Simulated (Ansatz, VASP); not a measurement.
# Al47Zn (Zn in Al(100), 2x2): VASP beside Ansatz

One calculation is typed for both programs; each brings its own data sets. How far apart do they land? The structure shown is the start of the Ansatz relaxation below; VASP solves that cell, so the two are compared at the walk's first step.

Calculated with Ansatz 0.2.0; plane waves, with VASP 6.6.1 beside it; single point at PBE.

### Step 1. The starting structure

The cell holds 48 atoms: 47 Al and 1 Zn. Its edges and angles: a = 5.725 Å, b = 5.725 Å, c = 24.288 Å, α = 90.0°, β = 90.0°, γ = 90.0°. It derives from Al, repeated 2×2×12. The structure's axis is c.

### Step 2. Ansatz: relaxation, PBE

Ansatz runs on its PAW soft_1 files.

The two programs are compared at the cell with which this relaxation starts, whose forces are those of its first step.

Contents of input.yaml:

```yaml
crystal:
  lattice:
    - [5.7246940741, 0.0, 0.0]
    - [0.0, 5.7246940741, 0.0]
    - [0.0, 0.0, 24.28782]
  atoms:
    - { symbol: Al, position: [0.0, 0.0, 0.0416666667] }
    - { symbol: Al, position: [0.0, 0.5, 0.0416666667] }
    - { symbol: Al, position: [0.5, 0.0, 0.0416666667] }
    - { symbol: Al, position: [0.5, 0.5, 0.0416666667] }
    - { symbol: Al, position: [0.25, 0.25, 0.125] }
    - { symbol: Al, position: [0.25, 0.75, 0.125] }
    - { symbol: Al, position: [0.75, 0.25, 0.125] }
    - { symbol: Al, position: [0.75, 0.75, 0.125] }
    - { symbol: Al, position: [0.0, 0.0, 0.2083333333] }
    - { symbol: Al, position: [0.0, 0.5, 0.2083333333] }
    - { symbol: Al, position: [0.5, 0.0, 0.2083333333] }
    - { symbol: Al, position: [0.5, 0.5, 0.2083333333] }
    - { symbol: Al, position: [0.25, 0.25, 0.2916666667] }
    - { symbol: Al, position: [0.25, 0.75, 0.2916666667] }
    - { symbol: Al, position: [0.75, 0.25, 0.2916666667] }
    - { symbol: Al, position: [0.75, 0.75, 0.2916666667] }
    - { symbol: Al, position: [0.0, 0.0, 0.375] }
    - { symbol: Al, position: [0.0, 0.5, 0.375] }
    - { symbol: Al, position: [0.5, 0.0, 0.375] }
    - { symbol: Al, position: [0.5, 0.5, 0.375] }
    - { symbol: Al, position: [0.25, 0.25, 0.4583333333] }
    - { symbol: Al, position: [0.25, 0.75, 0.4583333333] }
    - { symbol: Al, position: [0.75, 0.25, 0.4583333333] }
    - { symbol: Al, position: [0.75, 0.75, 0.4583333333] }
    - { symbol: Zn, position: [0.0, 0.0, 0.5416666667] }
    - { symbol: Al, position: [0.0, 0.5, 0.5416666667] }
    - { symbol: Al, position: [0.5, 0.0, 0.5416666667] }
    - { symbol: Al, position: [0.5, 0.5, 0.5416666667] }
    - { symbol: Al, position: [0.25, 0.25, 0.625] }
    - { symbol: Al, position: [0.25, 0.75, 0.625] }
    - { symbol: Al, position: [0.75, 0.25, 0.625] }
    - { symbol: Al, position: [0.75, 0.75, 0.625] }
    - { symbol: Al, position: [0.0, 0.0, 0.7083333333] }
    - { symbol: Al, position: [0.0, 0.5, 0.7083333333] }
    - { symbol: Al, position: [0.5, 0.0, 0.7083333333] }
    - { symbol: Al, position: [0.5, 0.5, 0.7083333333] }
    - { symbol: Al, position: [0.25, 0.25, 0.7916666667] }
    - { symbol: Al, position: [0.25, 0.75, 0.7916666667] }
    - { symbol: Al, position: [0.75, 0.25, 0.7916666667] }
    - { symbol: Al, position: [0.75, 0.75, 0.7916666667] }
    - { symbol: Al, position: [0.0, 0.0, 0.875] }
    - { symbol: Al, position: [0.0, 0.5, 0.875] }
    - { symbol: Al, position: [0.5, 0.0, 0.875] }
    - { symbol: Al, position: [0.5, 0.5, 0.875] }
    - { symbol: Al, position: [0.25, 0.25, 0.9583333333] }
    - { symbol: Al, position: [0.25, 0.75, 0.9583333333] }
    - { symbol: Al, position: [0.75, 0.25, 0.9583333333] }
    - { symbol: Al, position: [0.75, 0.75, 0.9583333333] }
kpoints:
  mp_grid: { grid: [4, 4, 1] }
hamiltonian:
  xc: pbe
  pseudopotentials: { kind: paw, azcp: { folder: soft_1 } }
scf:
  occupations: { method: fermi_dirac, width: 0.1 }
relax:
  f_tol: 0.03
  max_steps: 40
  constraints:
    - { sites: [0, 1, 2, 3, 4, 5, 6, 7, 8, 9, 10, 11, 36, 37, 38, 39, 40, 41, 42, 43, 44, 45, 46, 47] }
```

Run with:

```sh
> ansatz run input.yaml --threads 4 --pin off --max-ram 15360MiB --backend cpu --events-out ev --progress --plain --runs-dir out
```

Numbers of over 12 decimals in the logs are rounded to 6 here.

The program printed:

```text
Warning: crystal.symmetry: narrowed to the stabiliser of the relax constraints — unitary ops 16 → 8; lowered at sites 12, 13, 14, 15, 36, 37, 38, 39 (the operations that carried what is held of a site onto what its image site leaves free; the constrained walk keeps no symmetry that its constraints do not admit)
Engine: ansatz 0.2.0, aarch64-unknown-linux-gnu
Pseudopotentials: kind: paw
Pseudopotential: Al, paw, valence charge 3, recommended cutoff 420 eV (normal), soft_1/Al.paw.azcp
Pseudopotential: Zn, paw, valence charge 12, recommended cutoff 420 eV (normal), soft_1/Zn.paw.azcp
Functional definition: PBE
  parameter kappa = 0.804
  parameter beta = 0.066725
  exchange = pbe_x(kappa = kappa, mu = beta*pi^2/3)
  correlation = pbe_c(beta = beta)
Crystal: 48 atoms, lattice volume = 795.963 Å³
Basis set: ecut = 420 eV, 15629 PW (Γ), exchange–correlation on 80×80×360 points (8 copies of the dense FFT grid, shifted against one another)
Bands: 125, of which v1, the nominal top of the filled ones, is band 77 counted from 1 (76 counted from 0)
Symmetry: 8 space group operations
k-points: 6 of 16
Non-local potential: Al, projectors of the file, l = 0: 2, l = 1: 2, l = 2: 1
Non-local potential: Zn, projectors of the file, l = 0: 2, l = 1: 2, l = 2: 3, l = 3: 1
PAW form: soft (Blöchl's): semilocal exchange-correlation on the pseudo side does not see the compensation charge
PAW one-centre angular grid: Al, 110 points (default); XC on 64 Gauss nodes
PAW one-centre angular grid: Zn, 590 points (default); XC on 64 Gauss nodes
Initial density: superposition of atomic densities (chi_scale 0.1, normalization cell, long waves kept (reshape's long-wave potential 0.14 eV rms))
Initial wavefunctions: pseudopotential atomic-orbital guess
Functional: x = pbe(κ = 0.804, μ = 0.219515), c = pbe(β = 0.066725)
SCF iter   1: F=—  HF=-28584.510088 eV  |F-HF|=—  |Δ(HF+E_count)|=         —  Δρ=3.09e-2  dr2=4.08e1  ethr=3.10e-3  ⟨swp⟩=6.3  Hψ=3666  notcnv=0  defer=25
preconditioner: auto → Kerker (q_TF=auto, 2.073 Å⁻¹)  [metal: Δε(μ)=0.018 eV  Ē_g=6.728 eV  σ=0.100 eV  W_gap=0.05  n_scr=112 (ndim 8)  ℏωp=16.3 eV  f_vac=0.000  D(μ)=24.09/eV (n_scr^D=158)]
SCF iter   2: F=—  HF=-28582.894046 eV  |F-HF|=—  |Δ(HF+E_count)|=    1.62e0  Δρ=1.94e-2  dr2=8.41e0  ethr=3.10e-3  ⟨swp⟩=3.0  Hψ=1535  notcnv=0  defer=60
SCF iter   3: F=—  HF=-28582.323914 eV  |F-HF|=—  |Δ(HF+E_count)|=   5.70e-1  Δρ=1.75e-2  dr2=2.94e0  ethr=3.10e-3  ⟨swp⟩=2.0  Hψ=1434  notcnv=0  defer=72
SCF iter   4: F=—  HF=-28581.600747 eV  |F-HF|=—  |Δ(HF+E_count)|=   7.23e-1  Δρ=3.60e-3  dr2=1.26e-1  ethr=1.92e-3  ⟨swp⟩=3.0  Hψ=1518  notcnv=0  defer=80
SCF iter   5: F=—  HF=-28581.571947 eV  |F-HF|=—  |Δ(HF+E_count)|=   2.88e-2  Δρ=6.58e-4  dr2=9.18e-3  ethr=8.23e-5  ⟨swp⟩=2.0  Hψ=879  notcnv=0  defer=80
SCF iter   6: F=—  HF=-28581.570612 eV  |F-HF|=—  |Δ(HF+E_count)|=   1.33e-3  Δρ=1.21e-4  dr2=7.33e-5  ethr=6.00e-6  ⟨swp⟩=2.0  Hψ=747  notcnv=0  defer=80
SCF iter   7: F=—  HF=-28581.570698 eV  |F-HF|=—  |Δ(HF+E_count)|=   8.60e-5  Δρ=8.45e-5  dr2=4.75e-5  ethr=1.47e-8  ⟨swp⟩=4.2  Hψ=2152  notcnv=0
SCF iter   8: F=-28581.570685 eV  HF=-28581.570685 eV  |F-HF|=6.84e-7  |Δ(HF+E_count)|=   1.28e-5  Δρ=5.75e-6  dr2=8.33e-7  ethr=1.47e-8  ⟨swp⟩=2.5  Hψ=2363  notcnv=0
SCF 1 converged in 8 iterations: F = -28581.570685 eV  dr2 = 8.33e-7
  greatest PAW one-centre occupation: 0.979 electrons in one spin orbital (limit 2), on the Zn atom at site 24 (counted from 0), in its partial waves of l = 2
relax step   1: F+E_penalty+E_count = -28581.57068473 eV  Δ(F+E_penalty+E_count) = +0.000e0 eV  max|allowed force component| = 3.665e-2 eV/Å  Δτ_max = 0.0000 Å  (8 SCF iters, dr2 threshold 2.25e-5 eV, accepted)
Initial density: handed on by an earlier stage of this run
Initial wavefunctions: those handed on with the density
iter 1 solved again at ethr=1.12e-5 eV; its pass at ethr=3.10e-3 eV (dr2=1.72e-2 eV) is discarded
SCF iter   1: F=—  HF=-28581.572755 eV  |F-HF|=—  |Δ(HF+E_count)|=         —  Δρ=3.45e-4  dr2=1.73e-2  ethr=1.12e-5  ⟨swp⟩=1.0  Hψ=1968  notcnv=0  defer=80
preconditioner: auto → Kerker (q_TF=auto, 2.073 Å⁻¹)  [metal: Δε(μ)=0.016 eV  Ē_g=6.926 eV  σ=0.100 eV  W_gap=0.04  n_scr=112 (ndim 8)  ℏωp=16.3 eV  f_vac=0.000  D(μ)=24.37/eV (n_scr^D=166)]
SCF iter   2: F=—  HF=-28581.572082 eV  |F-HF|=—  |Δ(HF+E_count)|=   6.73e-4  Δρ=1.94e-4  dr2=4.31e-3  ethr=1.12e-5  ⟨swp⟩=1.0  Hψ=670  notcnv=0  defer=80
SCF iter   3: F=—  HF=-28581.571850 eV  |F-HF|=—  |Δ(HF+E_count)|=   2.33e-4  Δρ=3.74e-5  dr2=1.11e-5  ethr=2.82e-6  ⟨swp⟩=1.0  Hψ=670  notcnv=0  defer=80
SCF iter   4: F=—  HF=-28581.571767 eV  |F-HF|=—  |Δ(HF+E_count)|=   8.30e-5  Δρ=5.60e-5  dr2=1.47e-5  ethr=7.27e-9  ⟨swp⟩=2.2  Hψ=1153  notcnv=0  defer=80
SCF iter   5: F=—  HF=-28581.571761 eV  |F-HF|=—  |Δ(HF+E_count)|=   6.09e-6  Δρ=4.26e-6  dr2=3.95e-7  ethr=7.27e-9  ⟨swp⟩=2.0  Hψ=1036  notcnv=0  defer=80
SCF iter   6: F=-28581.571760 eV  HF=-28581.571760 eV  |F-HF|=1.45e-8  |Δ(HF+E_count)|=   5.00e-8  Δρ=5.98e-7  dr2=1.62e-8  ethr=6.54e-11  ⟨swp⟩=4.0  Hψ=2123  notcnv=0
SCF 2 converged in 6 iterations: F = -28581.571760 eV  dr2 = 1.62e-8
relax step   2: F+E_penalty+E_count = -28581.57176048 eV  Δ(F+E_penalty+E_count) = -1.076e-3 eV  max|allowed force component| = 4.365e-3 eV/Å  Δτ_max = 0.0190 Å  (6 SCF iters, accepted)
SCF converged after 6 iterations
Free energy (F): -28581.571760 eV
Harris-Foulkes:  -28581.571760 eV  (|F-HF|=1.45e-8)
Internal energy: -28580.794770 eV  (E = F + TS)
E sigma→0 (E₀):  -28581.183265 eV
Entropy (-TS):   -0.776990 eV (-16.187 meV/atom)
Fermi energy:    7.829890 eV
--- Per-component energies (eV) ---
  E_band       = 509.832607
  E_kinetic    = 1200.955925
  E_local      = -2744.742161  (includes V_loc(G=0)·N_el)
  E_nonlocal   = 1285.073061
  E_hartree    = 1383.863797
  E_xc         = -1847.525791
  E_vxc        = -1419.195346  (∫ρ·V_xc dr)
  E_paw        = -23956.924263  (= ΣΔE_a)
  E_vpaw       = -579.986221  (= ΣTr[D̂ρ^β])
  E_aug_tail   = -0.000387  (compensation charges beyond the density's cutoff)
  E_ewald      = -3901.494952
  E_smearing   = -0.776990  (= −TS)
  E_closure    = 0.000000  (closes the sum)
  Σ components = -28581.571760   (vs F -28581.571760, Δ=0.00e0)
--- Forces (eV/Å), atoms counted from 1 ---
  atom   1  Al     0.00000000     0.00000000     0.00488321
  atom   2  Al     0.00000000     0.00000000     0.00495644
  atom   3  Al     0.00000000     0.00000000     0.00495644
  atom   4  Al     0.00000000     0.00000000     0.00491658
  atom   5  Al    -0.01798405    -0.01798405     0.01163597
  atom   6  Al    -0.01798405     0.01798405     0.01163597
  atom   7  Al     0.01798405    -0.01798405     0.01163597
  atom   8  Al     0.01798405     0.01798405     0.01163597
  atom   9  Al     0.00000000     0.00000000    -0.00284176
  atom  10  Al     0.00000000     0.00000000     0.01081994
  atom  11  Al    -0.00000000     0.00000000     0.01081994
  atom  12  Al     0.00000000     0.00000000     0.01980146
  atom  13  Al     0.00116204     0.00116204    -0.00436541
  atom  14  Al     0.00116204    -0.00116204    -0.00436541
  atom  15  Al    -0.00116204     0.00116204    -0.00436541
  atom  16  Al    -0.00116204    -0.00116204    -0.00436541
  atom  17  Al     0.00000000     0.00000000    -0.00338194
  atom  18  Al     0.00000000     0.00000000    -0.00300722
  atom  19  Al    -0.00000000     0.00000000    -0.00300722
  atom  20  Al     0.00000000     0.00000000    -0.00311958
  atom  21  Al    -0.00170383    -0.00170383    -0.00281826
  atom  22  Al    -0.00170383     0.00170383    -0.00281826
  atom  23  Al     0.00170383    -0.00170383    -0.00281826
  atom  24  Al     0.00170383     0.00170383    -0.00281826
[...]
atom  41  Al     0.00000000     0.00000000     0.03341099
  atom  42  Al     0.00000000     0.00000000     0.01864956
  atom  43  Al     0.00000000     0.00000000     0.01864956
  atom  44  Al     0.00000000     0.00000000     0.00840055
  atom  45  Al    -0.01804335    -0.01804335    -0.01316059
  atom  46  Al    -0.01804335     0.01804335    -0.01316059
  atom  47  Al     0.01804335    -0.01804335    -0.01316059
  atom  48  Al     0.01804335     0.01804335    -0.01316059
  max |Σ_I F_I| component: 2.92e-5 eV/Å
--- Relaxed structure (2 steps of the walk, 2 accepted, 0 SCFs on fresh bases) ---
  F+E_penalty+E_count = -28581.57176048 eV   max|allowed force component| = 4.365e-3 eV/Å
  atoms:
    - { symbol: Al, position: [0.0, 0.0, 0.041667] }
    - { symbol: Al, position: [0.0, 0.500000, 0.041667] }
    - { symbol: Al, position: [0.500000, 0.0, 0.041667] }
    - { symbol: Al, position: [0.500000, 0.500000, 0.041667] }
    - { symbol: Al, position: [0.250000, 0.250000, 0.125000] }
    - { symbol: Al, position: [0.250000, 0.750000, 0.125000] }
    - { symbol: Al, position: [0.750000, 0.250000, 0.125000] }
    - { symbol: Al, position: [0.750000, 0.750000, 0.125000] }
    - { symbol: Al, position: [0.0, 0.0, 0.208333] }
    - { symbol: Al, position: [0.0, 0.500000, 0.208333] }
    - { symbol: Al, position: [0.500000, 0.0, 0.208333] }
    - { symbol: Al, position: [0.500000, 0.500000, 0.208333] }
    - { symbol: Al, position: [0.250050, 0.250050, 0.292194] }
    - { symbol: Al, position: [0.250050, 0.749950, 0.292194] }
    - { symbol: Al, position: [0.749950, 0.250050, 0.292194] }
    - { symbol: Al, position: [0.749950, 0.749950, 0.292194] }
    - { symbol: Al, position: [0, 0.0, 0.375415] }
    - { symbol: Al, position: [0, 0.500000, 0.375580] }
    - { symbol: Al, position: [0.500000, 0.0, 0.375580] }
    - { symbol: Al, position: [0.500000, 0.500000, 0.375781] }
    - { symbol: Al, position: [0.249936, 0.249936, 0.458640] }
    - { symbol: Al, position: [0.249936, 0.750064, 0.458640] }
    - { symbol: Al, position: [0.750064, 0.249936, 0.458640] }
    - { symbol: Al, position: [0.750064, 0.750064, 0.458640] }
    - { symbol: Zn, position: [0, 0.0, 0.541880] }
[...]
- { symbol: Al, position: [0.0, 0.0, 0.875000] }
    - { symbol: Al, position: [0.0, 0.500000, 0.875000] }
    - { symbol: Al, position: [0.500000, 0.0, 0.875000] }
    - { symbol: Al, position: [0.500000, 0.500000, 0.875000] }
    - { symbol: Al, position: [0.250000, 0.250000, 0.958333] }
    - { symbol: Al, position: [0.250000, 0.750000, 0.958333] }
    - { symbol: Al, position: [0.750000, 0.250000, 0.958333] }
    - { symbol: Al, position: [0.750000, 0.750000, 0.958333] }
```

In the SCF lines HF is the Harris–Foulkes energy and dr2 the Hartree energy of the density residual, in eV; the loop may stop once dr2 is under the threshold and the program's other checks hold. Hψ counts applications of the Hamiltonian.

[end of part 1 of 2]

[Lines on the potential files, build, host, timing and source positions are cut from VASP's logs without a mark.]

[Logs are printed without paths, hosts, clocks, repeated set-up lines and the standing remarks that a program may print on its own settings, such as how far it seeks lower states.]

[Hosts, paths, dates, database ids (printed as entryN), source tags and the programs' standing remarks are cut or masked in the printed files.]
